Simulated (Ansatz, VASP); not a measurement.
# Cross-check of SiO2 between VASP and Ansatz, part 2 of 2

Aim: how closely do two programs agree when they are given the same cell, functional and k mesh? The cell is taken from a series of runs on this material, whose earlier steps may have relaxed, scaled, displaced or heated it; both programs get it as it stands.

VASP 6.6.1 and Ansatz 0.2.0.

So far: The starting structure; Ansatz: G0W0 gap, LDA.

## 3. VASP: G0W0 gap, LDA

Level of this step: G0W0 on LDA; plane waves and PAW (Si_GW, O_GW) (VASP).

The same cell, functional (in two slightly different forms) and mesh now go to VASP, with its own data sets.

Lines of VASP's logs that name or quote its potential files are left out, and so is its time.

The run reads the wave functions of an earlier VASP run, which isn't shown here.

Contents of INCAR:

```
SYSTEM = SiO2
PREC = Accurate
ENCUT = 440
ISMEAR = 0
SIGMA = 0.01
LREAL = .FALSE.
GGA = CA
NBANDS = 624
ALGO = EVGW0
NELMGW = 1
ENCUTGW = 140
NOMEGA = 64
PRECFOCK = Fast
NBANDSGW = 40
LWAVE = .FALSE.
LCHARG = .FALSE.
```

Contents of POSCAR:

```
SiO2
1.0
    4.7355840000      0.0000000000      0.0000000000
    0.0000000000      4.7355840000      0.0000000000
    0.0000000000      0.0000000000      6.4645000000
Si O
4 8
Direct
    0.8260209803      0.8260209803      0.5000000000
    0.6739790197      0.3260209803      0.2500000000
    0.1739790197      0.1739790197      0.0000000000
    0.3260209803      0.6739790197      0.7500000000
    0.2722005854      0.3447577913      0.7966656359
    0.1552422087      0.7722005854      0.5466656359
    0.7277994146      0.6552422087      0.2966656359
    0.8447577913      0.2277994146      0.0466656359
    0.7722005854      0.1552422087      0.4533343641
    0.6552422087      0.7277994146      0.7033343641
    0.2277994146      0.8447577913      0.9533343641
    0.3447577913      0.2722005854      0.2033343641
```

Contents of KPOINTS:

```
Automatic mesh
0
Gamma
4 4 2
0 0 0
```

PAW data sets: Si_GW and O_GW (LDA family, release 64).

Launch:

```console
$ mpirun -np 8 vasp_std
```

Numbers of over 12 decimals in the logs are rounded to 6 here.

What it wrote:

```text
[banner, memory and clock lines left out]
running    8 mpi-ranks, on    1 nodes
 distrk:  each k-point on    8 cores,    1 groups
 distr:  one band on    1 cores,    8 groups

 POSCAR found type information on POSCAR SiO
 POSCAR found :  2 types and      12 ions
|                                                                             |
|           W    W    AA    RRRRR   N    N  II  N    N   GGGG   !!!           |
|           W    W   A  A   R    R  NN   N  II  NN   N  G    G  !!!           |
|           W    W  A    A  R    R  N N  N  II  N N  N  G       !!!           |
|           W WW W  AAAAAA  RRRRR   N  N N  II  N  N N  G  GGG   !            |
|           WW  WW  A    A  R   R   N   NN  II  N   NN  G    G                |
|           W    W  A    A  R    R  N    N  II  N    N   GGGG   !!!           |
|                                                                             |
|     For optimal performance we recommend to set                             |
|       NCORE = 2 up to number-of-cores-per-socket                            |
|     NCORE specifies how many cores store one orbital (NPAR=cpu/NCORE).      |
|     This setting can greatly improve the performance of VASP for DFT.       |
|     The default, NCORE=1 might be grossly inefficient on modern             |
|     multi-core architectures or massively parallel machines. Do your        |
|     Unfortunately you need to use the default for GW and RPA                |
|     calculations (for HF NCORE is supported but not extensively tested      |
|     yet).                                                                   |
|                                                                             |

|                                                                             |
|           W    W    AA    RRRRR   N    N  II  N    N   GGGG   !!!           |
|           W    W   A  A   R    R  NN   N  II  NN   N  G    G  !!!           |
|           W    W  A    A  R    R  N N  N  II  N N  N  G       !!!           |
|           W WW W  AAAAAA  RRRRR   N  N N  II  N  N N  G  GGG   !            |
|           WW  WW  A    A  R   R   N   NN  II  N   NN  G    G                |
|           W    W  A    A  R    R  N    N  II  N    N   GGGG   !!!           |
|                                                                             |
|     The default for ENCUTGWSOFT is different in this version of VASP.       |
|     please manually set ENCUTGWSOFT =140 in the INCAR file.                 |
|                                                                             |

 LDA part: xc-table for (Slater(with rela. corr.)+CA(PZ))
 , standard interpolation
 found WAVECAR, reading the header
 POSCAR, INCAR and KPOINTS ok, starting setup
 FFT: planning ... GRIDC
 FFT: planning ... GRID_SOFT
 FFT: planning ... GRID
 reading WAVECAR
 the WAVECAR file was read successfully
 initial charge from wavefunction
 available memory per node:     59.51 GB, setting MAXMEM to     60935

 The Fermi energy was updated, please check that it is located mid-gap
 values below the HOMO (VB) or above the LUMO (CB) will cause erroneous energies
 E-fermi :   3.9362

 calculate exact exchange contribution
 the WAVEDER file was read successfully
energies w=
    0.000    0.000    0.562    0.000    1.122    0.000    1.680    0.000
    2.234    0.000    2.784    0.000    3.328    0.000    3.866    0.000
    4.397    0.000    4.921    0.000    5.437    0.000    5.947    0.000
    6.449    0.000    6.945    0.000    7.434    0.000    7.918    0.000
    8.397    0.000    8.871    0.000    9.342    0.000    9.810    0.000
   10.277    0.000   10.743    0.000   11.208    0.000   11.676    0.000
   12.146    0.000   12.619    0.000   13.098    0.000   13.583    0.000
   14.076    0.000   14.578    0.000   15.092    0.000   15.619    0.000
   16.161    0.000   16.721    0.000   17.301    0.000   17.903    0.000
   18.532    0.000   19.191    0.000   19.885    0.000   20.616    0.000
   21.393    0.000   22.221    0.000   23.107    0.000   24.061    0.000
   25.094    0.000   26.217    0.000   27.447    0.000   28.803    0.000
   30.308    0.000   31.991    0.000   33.890    0.000   36.052    0.000
   38.538    0.000   41.430    0.000   44.841    0.000   48.925    0.000
   53.904    0.000   60.106    0.000   68.043    0.000   78.550    0.000
   93.098    0.000  114.538    0.000  149.211    0.000  214.658    0.000
 responsefunction array rank=     568
 LDA part: xc-table for (Slater(with rela. corr.)+CA(PZ))
 , standard interpolation

 min. memory requirement per mpi rank    643.7 MB, per node   5149.6 MB

 allocating   8 responsefunctions rank=   568
 shmem allocating  64 responsefunctions rank=   568
 response function shared by NCSHMEM nodes    1
 Doing            8  frequencies on each core in blocks of           64
NQ=   1    0.0000    0.0000    0.0000,
|.........|.........|.........|.........|.........|.........|.........|.........
 performed       1811000 updates of chi_q(r,r)
 total number of BLAS operations       4431.68 Gflops
NQ=   2    0.2500    0.0000    0.0000,
|.........|.........|.........|.........|.........|.........|.........|.........
 performed       4521000 updates of chi_q(r,r)
 total number of BLAS operations      10871.22 Gflops
NQ=   3    0.5000    0.0000    0.0000,
|.........|.........|.........|.........|.........|.........|.........|.........
 performed       6731000 updates of chi_q(r,r)
 total number of BLAS operations      16143.85 Gflops
NQ=   4    0.2500    0.2500    0.0000,
|.........|.........|.........|.........|.........|.........|.........|.........
 performed       9241000 updates of chi_q(r,r)
 total number of BLAS operations      22130.82 Gflops
NQ=   5    0.5000    0.2500    0.0000,
|.........|.........|.........|.........|.........|.........|.........|.........
 performed      11951000 updates of chi_q(r,r)
 total number of BLAS operations      28546.75 Gflops
NQ=   6    0.5000    0.5000    0.0000,
|.........|.........|.........|.........|.........|.........|.........|.........
 performed      13762000 updates of chi_q(r,r)
 total number of BLAS operations      32648.24 Gflops
NQ=   7    0.0000    0.0000    0.5000,
|.........|.........|.........|.........|.........|.........|.........|.........
 performed      15573000 updates of chi_q(r,r)
 total number of BLAS operations      37257.97 Gflops
NQ=   8    0.2500    0.0000    0.5000,
|.........|.........|.........|.........|.........|.........|.........|.........
 performed      18283000 updates of chi_q(r,r)
 total number of BLAS operations      43864.00 Gflops
NQ=   9    0.5000    0.0000    0.5000,
|.........|.........|.........|.........|.........|.........|.........|.........
 performed      20493000 updates of chi_q(r,r)
 total number of BLAS operations      48945.26 Gflops
NQ=  10    0.2500    0.2500    0.5000,
|.........|.........|.........|.........|.........|.........|.........|.........
 performed      23003000 updates of chi_q(r,r)
 total number of BLAS operations      54888.45 Gflops
NQ=  11    0.5000    0.2500    0.5000,
|.........|.........|.........|.........|.........|.........|.........|.........
 performed      25713000 updates of chi_q(r,r)
 total number of BLAS operations      61304.38 Gflops
NQ=  12    0.5000    0.5000    0.5000,
|.........|.........|.........|.........|.........|.........|.........|.........
 performed      27524000 updates of chi_q(r,r)
 total number of BLAS operations      65592.99 Gflops
 resolving degeneracies of screened two electron integrals

 calculate QP shifts <psi_nk| G(iteration)W_0 |psi_nk>: iteration 1
 entering main loop
```

Parts of OUTCAR (step 3):

```text
ion  position               nearest neighbor table
   1  0.826  0.826  0.500-   6 1.61   9 1.61   7 1.61  10 1.61   2 2.96   4 2.96   2 2.96   4 2.96

  LATTYP: Found a simple tetragonal cell.
 ALAT       =     4.7355840000
 C/A-ratio  =     1.3650903458

 Subroutine GETGRP returns: Found  8 space group operations
 (whereof  2 operations were pure point group operations)

The static configuration has the point symmetry C_2 .
 The point group associated with its full space group is D_4 .

 Found     12 irreducible k-points:

   k-points           NKPTS =     12   k-points in BZ     NKDIM =     32   number of bands    NBANDS=    624

   dimension x,y,z NGX =    32 NGY =   32 NGZ =   48
   dimension x,y,z NGXF=    64 NGYF=   64 NGZF=   96

   ENCUT  =  440.0 eV  32.34 Ry    5.69 a.u.   8.10  8.10 11.06*2*pi/ulx,y,z

   NELECT =      64.0000    total number of electrons

  energy-cutoff  :      440.00
  volume of cell :      144.97
      direct lattice vectors                 reciprocal lattice vectors
     4.735584000  0.000000000  0.000000000     0.211167197  0.000000000  0.000000000
     0.000000000  4.735584000  0.000000000     0.000000000  0.211167197  0.000000000
     0.000000000  0.000000000  6.464500000     0.000000000  0.000000000  0.154691005

 k-points in reciprocal lattice and weights: Automatic mesh
   0.00000000  0.00000000  0.00000000       0.031
   0.25000000  0.00000000  0.00000000       0.125
   0.50000000  0.00000000  0.00000000       0.062
   0.25000000  0.25000000  0.00000000       0.125
   0.50000000  0.25000000  0.00000000       0.125
   0.50000000  0.50000000  0.00000000       0.031
   0.00000000  0.00000000  0.50000000       0.031
   0.25000000  0.00000000  0.50000000       0.125
   0.50000000  0.00000000  0.50000000       0.062
   0.25000000  0.25000000  0.50000000       0.125
   0.50000000  0.25000000  0.50000000       0.125
   0.50000000  0.50000000  0.50000000       0.031

 E-fermi :   3.9362

 QP shifts <psi_nk| G(iteration)W_0 |psi_nk>: iteration 1
 for sc-GW calculations column KS-energies equals QP-energies in previous step
 and V_xc(KS)=  KS-energies - (<T + V_ion + V_H > + <T+V_H+V_ion>^1  + <V_x>^1)
 k-point   1 :       0.0000    0.0000    0.0000
  band No.  KS-energies  QP-energies   sigma(KS)   V_xc(KS)     V^pw_x(r,r')   Z            occupation Imag(sigma)
    ...
     29       0.1875      -1.4878     -21.5040     -19.4099     -25.3537       0.8000       2.0000       0.0588
     30       0.4781      -1.1641     -21.7727     -19.7197     -25.6493       0.7999       2.0000       0.0590
     31       0.4781      -1.1641     -21.7727     -19.7197     -25.6493       0.7999       2.0000       0.0590
     32       1.0365      -0.5594     -21.8978     -19.9057     -25.6914       0.8011       2.0000       0.0569
     33       6.8360       8.3493     -10.0680     -11.8285      -6.7145       0.8596       0.0000      -0.0429
     34       9.7057      11.5129      -8.7170     -10.8341      -4.8128       0.8536       0.0000      -0.0536
     35       9.7057      11.5129      -8.7170     -10.8341      -4.8128       0.8536       0.0000      -0.0536
     36      10.2261      12.0763      -8.6711     -10.8394      -4.7881       0.8533       0.0000      -0.0538
    ...

 k-point   2 :       0.2500    0.0000    0.0000
  band No.  KS-energies  QP-energies   sigma(KS)   V_xc(KS)     V^pw_x(r,r')   Z            occupation Imag(sigma)
    ...
     29       0.0764      -1.6110     -21.4365     -19.3249     -25.2955       0.7991       2.0000       0.0594
     30       0.4044      -1.2485     -21.6992     -19.6318     -25.5643       0.7995       2.0000       0.0590
     31       0.4199      -1.2324     -21.6649     -19.5996     -25.5304       0.8000       2.0000       0.0589
     32       0.8540      -0.7688     -21.6523     -19.6277     -25.4262       0.8015       2.0000       0.0569
     33       7.5735       9.1736     -10.5006     -12.3707      -7.1516       0.8556       0.0000      -0.0439
     34       9.8191      11.6060      -8.8634     -10.9573      -5.0643       0.8534       0.0000      -0.0526
     35       9.8810      11.7042      -8.9347     -11.0750      -5.0605       0.8519       0.0000      -0.0536
     36      10.2197      12.1736      -9.8991     -12.2041      -6.0153       0.8477       0.0000      -0.0543
    ...

 k-point   3 :       0.5000    0.0000    0.0000
  band No.  KS-energies  QP-energies   sigma(KS)   V_xc(KS)     V^pw_x(r,r')   Z            occupation Imag(sigma)
    ...
     29       0.2274      -1.4500     -21.4150     -19.3163     -25.2453       0.7993       2.0000       0.0590
     30       0.2274      -1.4500     -21.4150     -19.3163     -25.2453       0.7993       2.0000       0.0590
     31       0.5169      -1.1383     -21.4172     -19.3476     -25.2019       0.7998       2.0000       0.0580
     32       0.5169      -1.1383     -21.4172     -19.3476     -25.2019       0.7998       2.0000       0.0580
     33       9.0459      10.8254     -10.7535     -12.8521      -7.2143       0.8479       0.0000      -0.0490
     34       9.0459      10.8254     -10.7535     -12.8521      -7.2143       0.8479       0.0000      -0.0490
     35      10.0933      11.9032      -9.0965     -11.2234      -5.3321       0.8510       0.0000      -0.0527
     36      10.0933      11.9032      -9.0965     -11.2234      -5.3321       0.8510       0.0000      -0.0527
    ...

 k-point   4 :       0.2500    0.2500    0.0000
  band No.  KS-energies  QP-energies   sigma(KS)   V_xc(KS)     V^pw_x(r,r')   Z            occupation Imag(sigma)
    ...
     29       0.1267      -1.5900     -21.1016     -18.9517     -24.9152       0.7985       2.0000       0.0595
     30       0.3100      -1.3548     -21.6178     -19.5338     -25.4883       0.7989       2.0000       0.0594
     31       0.3918      -1.2703     -21.5887     -19.5099     -25.4358       0.7995       2.0000       0.0587
     32       0.7500      -0.8843     -21.5727     -19.5328     -25.3436       0.8011       2.0000       0.0570
     33       8.1971       9.8743     -10.7925     -12.7613      -7.4255       0.8519       0.0000      -0.0451
     34       9.5662      11.3855      -9.1746     -11.3086      -5.3704       0.8525       0.0000      -0.0523
     35       9.8594      11.7222      -9.7530     -11.9451      -5.9807       0.8498       0.0000      -0.0527
     36      10.1245      12.0783     -10.2333     -12.5461      -6.3847       0.8448       0.0000      -0.0541
    ...

[... 4 further parts left out ...]
```

## 4. Comparison

Known differences besides the potentials themselves: the two LDA forms differ slightly; fixed occupations in Ansatz, narrow Gaussian smearing in VASP; the cutoff is 420 eV in Ansatz and 440 eV in VASP; VASP's log shows a relativistic correction to its local exchange, Ansatz's none; Ansatz integrates over frequency by contour deformation, VASP on a grid of NOMEGA points; Ansatz's G0W0 levels solve the quasiparticle equation, VASP's are linearised. Total energies have different zeros and are not compared.

Both answers:

| quantity | Ansatz | VASP | difference |
| --- | --- | --- | --- |
| G0W0 gap on the mesh (eV) | 8.90 | 8.91 | 0.00 |
| Kohn-Sham gap under it (eV) | 5.80 | 5.80 | 0.00 |

## 5. Results

```yaml
difference_in_g0w0_gap_on_the_mesh_g0w0_gap_lda: -0.0042 eV
```

What this shows: The difference in G0W0 gap on the mesh is -0.0042 eV (G0W0 gap, LDA). How closely two codes agree says nothing of how well the functional describes the real material.

[Lines on the potential files, build, host, timing and source positions are cut from VASP's logs without a mark.]

[Logs are printed without paths, hosts, clocks, repeated set-up lines and the standing remarks that a program may print on its own settings, such as how far it seeks lower states.]

[Hosts, paths, dates, database ids (printed as entryN), source tags and the programs' standing remarks are cut or masked in the printed files.]
